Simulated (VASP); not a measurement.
Input:

```xyz
4
Lattice="1.7683 -5.4242 0.0000 1.7683 5.4242 0.0000 0.0000 0.0000 2.9878" Properties=species:S:1:pos:R:3 pbc="T T T"
P      1.7683    -0.9196     0.7470
P      1.7683     0.9196     2.2409
Pd     1.7683    -3.5274     0.7470
Pd     1.7683     3.5274     2.2409
```

All values below come from PBEsol GGA, VASP's PBE PAW potentials (set 64) (plane waves; VASP 6.6.1). Numerical set-up: 480 eV cut-off, 8×8×10 Γ-centred mesh, first-order Methfessel-Paxton smearing of 0.10 eV, potentials P Pd.

Problem. Give the force on each atom (eV/Å).

Solution. 
```tsv
atom	Fx	Fy	Fz
P1	0.000	0.146	0.000
P2	0.000	-0.146	0.000
Pd3	0.000	-0.013	0.000
Pd4	0.000	0.013	0.000
```

Problem. Give the stress tensor in GPa (positive for a compressed cell).

Solution. 
```
 0.85   0.00   0.00
 0.00  -0.33   0.00
 0.00   0.00   0.09
```
The pressure is its mean diagonal, 0.20 GPa.

The structure was generated: PPd was put into the CrB type (Cmcm), which need not be its known phase. It was relaxed first, which changed the volume by -24 %.
